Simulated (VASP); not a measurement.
Data:

```xyz
4
Lattice="1.9247 -3.3337 0.0000 1.9247 3.3337 0.0000 0.0000 0.0000 6.3054" Properties=species:S:1:pos:R:3 pbc="T T T"
Zn     1.9247    -1.1112     3.1534
Zn     1.9247     1.1112     0.0007
S      1.9247    -1.1112     5.5165
S      1.9247     1.1112     2.3638
```

Computed with PBE GGA, VASP's PBE PAW potentials (set 64) (plane waves; VASP 6.6.1). Settings: 520 eV cut-off, 6×6×3 Γ-centred mesh, Gaussian smearing of 0.050 eV, potentials Zn S.

**Question.** Estimate the energy per atom (σ→0), band gap (on the k-mesh) with the smallest direct gap where there is one.

**Answer.** 
```json
{
  "band gap (on the k-mesh)": "2.07 eV",
  "smallest direct gap (on the k-mesh)": "2.07 eV",
  "energy per atom (σ→0)": "-3.422 eV/atom"
}
```

Total energies compare only between runs with the same potentials, cut-off and functional.

The compound is ZnS in the wurtzite structure, the high-temperature form. It was relaxed first.
